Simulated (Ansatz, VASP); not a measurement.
# Cross-check of CdH8C4O6 (CdH8C4O6 (P2_1/c)) between VASP and Ansatz

One calculation is typed for both programs; each brings its own data sets. How far apart do they land? Of the first pair: The structure shown is the start of the Ansatz relaxation below; VASP solves that cell, so the two are compared at the walk's first step.

Program: Ansatz 0.2.0. Level of theory: plane waves, with VASP 6.6.1 beside it; PBE with D3(BJ). Results are calculated unless marked as measured.

## 1. The structure

The cell holds 152 atoms: 8 Cd, 64 H, 32 C and 48 O. Its edges and angles: a = 15.437 Å, b = 12.212 Å, c = 8.191 Å, α = 90.0°, β = 90.9°, γ = 90.0°. It derives from CdH8C4O6 (P2_1/c), repeated 2×1×1. As first built, before any earlier steps moved the atoms or strained the cell (in the runner's words): CdH8C4O6, space group P2_1/c, measured structure (Crystallography Open Database), 2 x 1 x 1 conventional cells; every coordinate displaced by a Gaussian of 0.01 A; bonds to H set to neutron lengths (C-H 1.089, N-H 1.015, O-H 0.983, B-H 1.19 A) where the measured ones are shorter.

## 2. Ansatz: relaxation, PBE with D3(BJ)

Ansatz runs on its default PAW (the set named soft_2) files.

The two programs are compared at the cell with which this relaxation starts, whose forces are those of its first step.

Contents of input.yaml:

```yaml
crystal:
  lattice:
    - [15.42932, 0.00034, 0.50054]
    - [0.00027, 12.21194, -0.0006]
    - [-0.39852, -0.00041, 8.18119]
  atoms:
    - { symbol: Cd, position: [0.08638, 0.5883, 0.08026] }
    - { symbol: Cd, position: [0.41351, 0.08829, 0.41965] }
    - { symbol: Cd, position: [0.41355, 0.41178, 0.91947] }
    - { symbol: Cd, position: [0.08636, 0.91182, 0.58044] }
    - { symbol: H, position: [0.32066, 0.61843, 0.45621] }
    - { symbol: H, position: [0.17933, 0.11844, 0.04359] }
    - { symbol: H, position: [0.17983, 0.38115, 0.54269] }
    - { symbol: H, position: [0.32035, 0.88139, 0.95678] }
    - { symbol: H, position: [0.37722, 0.62176, 0.27225] }
    - { symbol: H, position: [0.1227, 0.12179, 0.22747] }
    - { symbol: H, position: [0.12279, 0.37882, 0.72614] }
    - { symbol: H, position: [0.37716, 0.87857, 0.7731] }
    - { symbol: H, position: [0.29297, 0.82341, 0.43173] }
    - { symbol: H, position: [0.20695, 0.3234, 0.06799] }
    - { symbol: H, position: [0.20681, 0.17618, 0.56899] }
    - { symbol: H, position: [0.29301, 0.67643, 0.93128] }
    - { symbol: H, position: [0.34514, 0.82516, 0.244] }
    - { symbol: H, position: [0.15479, 0.32522, 0.25572] }
    - { symbol: H, position: [0.1544, 0.17539, 0.7565] }
    - { symbol: H, position: [0.34529, 0.67517, 0.74366] }
    - { symbol: H, position: [0.47611, 0.48874, 0.30886] }
    - { symbol: H, position: [0.02384, 0.98875, 0.19099] }
    - { symbol: H, position: [0.02373, 0.51143, 0.6909] }
    - { symbol: H, position: [0.47617, 0.01138, 0.80898] }
    - { symbol: H, position: [0.00662, 0.60049, 0.38948] }
    - { symbol: H, position: [0.49326, 0.10054, 0.11035] }
    - { symbol: H, position: [0.49327, 0.39953, 0.61021] }
    - { symbol: H, position: [0.00659, 0.89954, 0.88965] }
    - { symbol: H, position: [0.18291, 0.54433, 0.8011] }
    - { symbol: H, position: [0.317, 0.04431, 0.69881] }
[... 116 atom lines left out ...]
    - { symbol: O, position: [0.97221, 0.46523, 0.67001] }
    - { symbol: O, position: [0.52766, 0.96517, 0.82986] }
    - { symbol: O, position: [0.62918, 0.5914, 0.80849] }
    - { symbol: O, position: [0.87074, 0.09139, 0.69138] }
    - { symbol: O, position: [0.87076, 0.40864, 0.19132] }
    - { symbol: O, position: [0.62915, 0.90864, 0.30853] }
kpoints:
  mp_grid: { grid: [1, 1, 1] }
hamiltonian:
  xc: pbe
  dispersion: d3bj
scf:
  occupations: { method: fixed }
output:
  forces: true
  eigenvalues: true
  stress: true
relax:
  f_tol: 0.05
  max_steps: 70
```

Launch:

```sh
$ ansatz run input.yaml --threads 4 --pin off --max-ram 8192MiB --backend cpu --events-out ev --progress --plain --runs-dir out
```

Numbers of over 12 decimals in the logs are rounded to 6 here.

What it wrote:

```text
Warning: output.stress: scf.convergence.dr2_threshold = 1e-7 eV (the SCF's general default) is looser than the 1.08e-8 eV advised for a printed stress (1e-10 eV for each atom of the cell: 152, of which 108 are counted). What an SCF threshold leaves in a stress goes as its square root, and in the free energy as the threshold itself, and one threshold admits the most on a small cell: [figures from the program's tests c [...]
Engine: ansatz 0.2.0, aarch64-unknown-linux-gnu
Pseudopotentials: kind: paw
Pseudopotential: Cd, paw, valence charge 20, recommended cutoff 420 eV (normal), Cd.paw.azcp
Pseudopotential: H, paw, valence charge 1, recommended cutoff 420 eV (normal), H.paw.azcp
Pseudopotential: C, paw, valence charge 4, recommended cutoff 420 eV (normal), C.paw.azcp
Pseudopotential: O, paw, valence charge 6, recommended cutoff 420 eV (normal), O.paw.azcp
Functional definition: PBE
  parameter kappa = 0.804
  parameter beta = 0.066725
  exchange = pbe_x(kappa = kappa, mu = beta*pi^2/3)
  correlation = pbe_c(beta = beta)
Crystal: 152 atoms, lattice volume = 1543.952 Å³
Basis set: ecut = 420 eV, 30207 PW (Γ), exchange–correlation on 216×180×120 points (8 copies of the dense FFT grid, shifted against one another)
Bands: 472, of which v1, the nominal top of the filled ones, is band 320 counted from 1 (319 counted from 0)
Symmetry: 1 space group operations
Space group: P1 (ITA 1), of the structure as read, at distance tolerance 1.2e-4 Å
k-points: 1
Non-local potential: Cd, projectors of the file, l = 0: 3, l = 1: 2, l = 2: 2, l = 3: 1
Non-local potential: H, projectors of the file, l = 0: 2, l = 1: 1
Non-local potential: C, projectors of the file, l = 0: 2, l = 1: 2, l = 2: 1
Non-local potential: O, projectors of the file, l = 0: 2, l = 1: 2, l = 2: 1
PAW form: soft (Blöchl's): semilocal exchange-correlation on the pseudo side does not see the compensation charge
PAW one-centre angular grid: Cd, 590 points (default); XC on 64 Gauss nodes
PAW one-centre angular grid: H, 110 points (default); XC on 64 Gauss nodes
PAW one-centre angular grid: C, 110 points (default); XC on 64 Gauss nodes
PAW one-centre angular grid: O, 110 points (default); XC on 64 Gauss nodes
Initial density: superposition of atomic densities (neutral atoms: chi_scale 0, normalization atom), corrected by the library's trained network
Initial wavefunctions: pseudopotential atomic-orbital guess
Functional: x = pbe(κ = 0.804, μ = 0.219515), c = pbe(β = 0.066725)
SCF iter   1: F=—  HF=-102335.405863 eV  |F-HF|=—  |Δ(HF+E_count)|=         —  Δρ=3.00e-3  dr2=1.55e-1  ethr=1.77e-3  ⟨swp⟩=5.0  Hψ=1625  notcnv=0  defer=149
preconditioner: auto → Resta (q_TF=auto, 2.356 Å⁻¹)  ε∞=2.9  [insulator: Δε(μ)=4.271 eV  Ē_g=16.416 eV  n_scr=340 (ndim 8)  ℏωp=22.7 eV  f_vac=0.209  ε∞_Penn≈2.9]
SCF iter   2: F=—  HF=-102335.385061 eV  |F-HF|=—  |Δ(HF+E_count)|=   2.08e-2  Δρ=1.45e-3  dr2=3.39e-2  ethr=2.42e-5  ⟨swp⟩=2.0  Hψ=838  notcnv=0  defer=147
SCF iter   3: F=—  HF=-102335.388575 eV  |F-HF|=—  |Δ(HF+E_count)|=   3.51e-3  Δρ=7.07e-4  dr2=9.15e-3  ethr=5.30e-6  ⟨swp⟩=3.0  Hψ=618  notcnv=0  defer=150
SCF iter   4: F=—  HF=-102335.387877 eV  |F-HF|=—  |Δ(HF+E_count)|=   6.98e-4  Δρ=2.51e-4  dr2=1.29e-3  ethr=1.43e-6  ⟨swp⟩=2.0  Hψ=697  notcnv=0  defer=150
SCF iter   5: F=—  HF=-102335.387823 eV  |F-HF|=—  |Δ(HF+E_count)|=   5.40e-5  Δρ=1.44e-4  dr2=3.28e-4  ethr=2.02e-7  ⟨swp⟩=2.0  Hψ=579  notcnv=0  defer=150
SCF iter   6: F=-102335.387788 eV  HF=-102335.387807 eV  |F-HF|=1.90e-5  |Δ(HF+E_count)|=   1.56e-5  Δρ=6.34e-5  dr2=6.13e-5  ethr=9.77e-9  ⟨swp⟩=15.0  Hψ=3407  notcnv=0
SCF 1 converged in 6 iterations: F = -102335.387788 eV  dr2 = 6.13e-5
  greatest PAW one-centre occupation: 1.000 electrons in one spin orbital (limit 2), on the Cd atom at site 78 (counted from 0), in its partial waves of l = 1
relax step   1: F+E_penalty+E_count = -102335.38778823 eV  Δ(F+E_penalty+E_count) = +0.000e0 eV  max|allowed force component| = 2.933e-1 eV/Å  Δτ_max = 0.0000 Å  (6 SCF iters, dr2 threshold 6.25e-5 eV, accepted)
[...]
- { symbol: C, position: [0.155805, 0.284018, 0.141802] }
    - { symbol: C, position: [0.155722, 0.216036, 0.642098] }
    - { symbol: C, position: [0.344155, 0.716052, 0.857886] }
    - { symbol: C, position: [0.430757, 0.805031, 0.442634] }
    - { symbol: C, position: [0.069162, 0.304982, 0.057151] }
    - { symbol: C, position: [0.069110, 0.195066, 0.557340] }
    - { symbol: C, position: [0.430780, 0.695074, 0.942586] }
    - { symbol: O, position: [0.229725, 0.538779, 0.194116] }
    - { symbol: O, position: [0.270186, 0.038772, 0.305798] }
    - { symbol: O, position: [0.270189, 0.461339, 0.805568] }
    - { symbol: O, position: [0.229708, 0.961348, 0.694309] }
    - { symbol: O, position: [0.183187, 0.709617, 0.210014] }
    - { symbol: O, position: [0.316709, 0.209605, 0.289815] }
    - { symbol: O, position: [0.316735, 0.290504, 0.789738] }
    - { symbol: O, position: [0.183179, 0.790510, 0.710146] }
    - { symbol: O, position: [0.485593, 0.731132, 0.469079] }
    - { symbol: O, position: [0.014303, 0.231102, 0.030781] }
    - { symbol: O, position: [0.014292, 0.268965, 0.530752] }
    - { symbol: O, position: [0.485619, 0.768956, 0.969094] }
    - { symbol: O, position: [0.445369, 0.904678, 0.487401] }
    - { symbol: O, position: [0.054577, 0.404620, 0.012315] }
    - { symbol: O, position: [0.054491, 0.095401, 0.512666] }
    - { symbol: O, position: [0.445380, 0.595418, 0.987311] }
    - { symbol: O, position: [0.026333, 0.536700, 0.328484] }
    - { symbol: O, position: [0.473603, 0.036738, 0.171326] }
    - { symbol: O, position: [0.473567, 0.463345, 0.671268] }
    - { symbol: O, position: [0.026284, 0.963349, 0.828639] }
    - { symbol: O, position: [0.130399, 0.590179, 0.810002] }
    - { symbol: O, position: [0.369512, 0.090183, 0.689803] }
    - { symbol: O, position: [0.369501, 0.409914, 0.189769] }
    - { symbol: O, position: [0.130402, 0.909925, 0.310172] }
    - { symbol: Cd, position: [0.585571, 0.589886, 0.080810] }
    - { symbol: Cd, position: [0.914311, 0.089877, 0.419097] }
    - { symbol: Cd, position: [0.914365, 0.410151, 0.918953] }
    - { symbol: Cd, position: [0.585570, 0.910161, 0.580838] }
    - { symbol: H, position: [0.819855, 0.621013, 0.453118] }
    - { symbol: H, position: [0.679935, 0.120928, 0.046942] }
    - { symbol: H, position: [0.680179, 0.378919, 0.546479] }
    - { symbol: H, position: [0.819838, 0.878963, 0.953161] }
    - { symbol: H, position: [0.875676, 0.623005, 0.269167] }
    - { symbol: H, position: [0.624203, 0.123166, 0.230978] }
    - { symbol: H, position: [0.624268, 0.377159, 0.730334] }
    - { symbol: H, position: [0.875663, 0.876987, 0.769218] }
    - { symbol: H, position: [0.794199, 0.826560, 0.427191] }
    - { symbol: H, position: [0.705730, 0.326485, 0.072467] }
    - { symbol: H, position: [0.705698, 0.173381, 0.572849] }
    - { symbol: H, position: [0.794203, 0.673407, 0.927127] }
    - { symbol: H, position: [0.846241, 0.826847, 0.239941] }
    - { symbol: H, position: [0.653749, 0.327004, 0.259767] }
    - { symbol: H, position: [0.653612, 0.173315, 0.760058] }
    - { symbol: H, position: [0.846252, 0.673147, 0.739891] }
    - { symbol: H, position: [0.975705, 0.490044, 0.306864] }
    - { symbol: H, position: [0.524230, 0.990077, 0.192936] }
    - { symbol: H, position: [0.524191, 0.510004, 0.692899] }
    - { symbol: H, position: [0.975655, 0.010003, 0.807001] }
    - { symbol: H, position: [0.504881, 0.602160, 0.388364] }
    - { symbol: H, position: [0.995028, 0.102150, 0.111554] }
    - { symbol: H, position: [0.994997, 0.397934, 0.611381] }
    - { symbol: H, position: [0.504907, 0.897918, 0.888420] }
    - { symbol: H, position: [0.683423, 0.542644, 0.804204] }
    - { symbol: H, position: [0.816470, 0.042619, 0.695679] }
    - { symbol: H, position: [0.816483, 0.457402, 0.195536] }
    - { symbol: H, position: [0.683425, 0.957416, 0.304271] }
    - { symbol: H, position: [0.649909, 0.663748, 0.773686] }
    - { symbol: H, position: [0.849974, 0.163741, 0.726196] }
    - { symbol: H, position: [0.850002, 0.336306, 0.226093] }
    - { symbol: H, position: [0.649918, 0.836305, 0.273718] }
    - { symbol: C, position: [0.740549, 0.636826, 0.241787] }
    - { symbol: C, position: [0.759341, 0.136869, 0.258139] }
    - { symbol: C, position: [0.759377, 0.363235, 0.757975] }
    - { symbol: C, position: [0.740542, 0.863179, 0.741799] }
    - { symbol: C, position: [0.823314, 0.663496, 0.334826] }
    - { symbol: C, position: [0.676559, 0.163538, 0.165155] }
    - { symbol: C, position: [0.676639, 0.336556, 0.664856] }
    - { symbol: C, position: [0.823299, 0.836491, 0.834848] }
    - { symbol: C, position: [0.844152, 0.783954, 0.357923] }
    - { symbol: C, position: [0.655776, 0.283992, 0.141864] }
    - { symbol: C, position: [0.655752, 0.216095, 0.641988] }
    - { symbol: C, position: [0.844149, 0.716032, 0.857890] }
    - { symbol: C, position: [0.930790, 0.804959, 0.442555] }
    - { symbol: C, position: [0.569126, 0.304988, 0.057266] }
    - { symbol: C, position: [0.569120, 0.195088, 0.557329] }
    - { symbol: C, position: [0.930790, 0.695051, 0.942533] }
[...]
- { symbol: O, position: [0.526321, 0.536722, 0.328657] }
    - { symbol: O, position: [0.973593, 0.036725, 0.171275] }
    - { symbol: O, position: [0.973548, 0.463377, 0.671073] }
    - { symbol: O, position: [0.526357, 0.963348, 0.828728] }
    - { symbol: O, position: [0.630402, 0.590199, 0.810157] }
    - { symbol: O, position: [0.869485, 0.090180, 0.689751] }
    - { symbol: O, position: [0.869505, 0.409847, 0.189593] }
    - { symbol: O, position: [0.630408, 0.909859, 0.310189] }
```

## 3. VASP: single point, PBE with D3(BJ), start cell, pair 1

The same cell, functional and mesh now go to VASP, with its own data sets.

Lines of VASP's logs that name or quote its potential files are left out, and so is its time.

Contents of INCAR:

```
SYSTEM = CdH8C4O6
PREC = Accurate
ENCUT = 520
EDIFF = 1E-06
NELM = 120
ISMEAR = 0
SIGMA = 0.01
LREAL = Auto
ALGO = Normal
GGA = PE
IVDW = 12
NBANDS = 394
LORBIT = 11
LWAVE = .FALSE.
LCHARG = .FALSE.
ISIF = 2
LASPH = .TRUE.
GGA_COMPAT = .FALSE.
EFERMI = MIDGAP
```

Contents of POSCAR:

```
CdH8C4O6
1.0
   15.4293200000      0.0003400000      0.5005400000
    0.0002700000     12.2119400000     -0.0006000000
   -0.3985200000     -0.0004100000      8.1811900000
Cd H C O
8 64 32 48
Direct
    0.0863826803      0.5883015750      0.0802591058
    0.4135125127      0.0882932166      0.4196545274
    0.4135513091      0.4117803047      0.9194686954
    0.0863597521      0.9118214321      0.5804437475
    0.5863829918      0.5881893952      0.0804216466
    0.9135273604      0.0881810216      0.4193761450
    0.9135573102      0.4118237007      0.9193497667
    0.5863381278      0.9117911367      0.5805098510
    0.3206585380      0.6184339281      0.4562134159
    0.1793299432      0.1184379304      0.0435889220
    0.1798308843      0.3811483973      0.5426858609
    0.3203483464      0.8813901281      0.9567778860
    0.3772188731      0.6217589809      0.2722537822
    0.1227025882      0.1217866729      0.2274675834
    0.1227907566      0.3788223630      0.7261371033
    0.3771622380      0.8785736528      0.7730956447
    0.2929701385      0.8234135935      0.4317282419
    0.2069505651      0.3234013196      0.0679860760
    0.2068078891      0.1761770014      0.5689869182
    0.2930102759      0.6764266938      0.9312755837
    0.3451427155      0.8251582216      0.2440033003
    0.1547911897      0.3252187791      0.2557226943
    0.1544028252      0.1753904511      0.7564939140
    0.3452892717      0.6751660670      0.7436539192
    0.4761102117      0.4887400984      0.3088647298
    0.0238408466      0.9887511896      0.1909942140
    0.0237276578      0.5114318613      0.6909056283
    0.4761709418      0.0113798288      0.8089855173
    0.0066208498      0.6004907850      0.3894844508
    0.4932588142      0.1005391063      0.1103463624
[... 116 atom lines left out ...]
    0.9722129842      0.4652286328      0.6700061544
    0.5276613773      0.9651669463      0.8298625841
    0.6291813537      0.5913980547      0.8084917236
    0.8707385864      0.0913931296      0.6913805136
    0.8707598935      0.4086396086      0.1913163032
    0.6291469442      0.9086363499      0.3085287068
```

Contents of KPOINTS:

```
Automatic mesh
0
Gamma
1 1 1
0 0 0
```

The projector-augmented-wave data sets are Cd, H, C and O (PBE family, release 64).

Launch:

```sh
$ export OMP_NUM_THREADS=3
$ mpirun -np 1 vasp_gam
```

What it wrote:

```text
[banner, memory and clock lines left out]
running    1 mpi-ranks, on    1 nodes
[...]
Offloading initialized ...    1 GPUs detected
[...]
LDA part: xc-table for (Slater+PW92), standard interpolation
 POSCAR, INCAR and KPOINTS ok, starting setup
[...]
entering main loop
       N       E                     dE             d eps       ncg     rms          rms(c)
DAV:   1     0.617753336463E+04    0.61775E+04   -0.32169E+05   788   0.143E+03
DAV:   2    -0.158670163655E+03   -0.63362E+04   -0.58793E+04  1094   0.378E+02
DAV:   3    -0.940295977412E+03   -0.78163E+03   -0.77277E+03   936   0.142E+02
DAV:   4    -0.961237319152E+03   -0.20941E+02   -0.20854E+02   952   0.244E+01
[...]
DAV:  17    -0.879944886725E+03    0.19845E-05   -0.68855E-06   896   0.622E-03    0.489E-03
DAV:  18    -0.879944885243E+03    0.14821E-05   -0.20146E-06   592   0.315E-03    0.252E-03
DAV:  19    -0.879944884741E+03    0.50179E-06   -0.49763E-07   568   0.155E-03
   1 F= -.89084347E+03 E0= -.89084347E+03  d E =0.000000E+00
```

OUTCAR, selected parts (step 3):

```text
  FREE ENERGIE OF THE ION-ELECTRON SYSTEM (eV)
  ---------------------------------------------------
  free  energy   TOTEN  =      -890.8434672032 eV

  energy  without entropy=     -890.8434672032  energy(sigma->0) =     -890.84346720
```

The run ends at a pressure of -0.66 GPa, with forces up to 0.29 eV/Å.

[end of part 1 of 2]

[Lines on the potential files, build, host, timing and source positions are cut from VASP's logs without a mark.]

[Logs are printed without paths, hosts, clocks, repeated set-up lines and the standing remarks that a program may print on its own settings, such as how far it seeks lower states.]

[Hosts, paths, dates, database ids (printed as entryN), source tags and the programs' standing remarks are cut or masked in the printed files.]
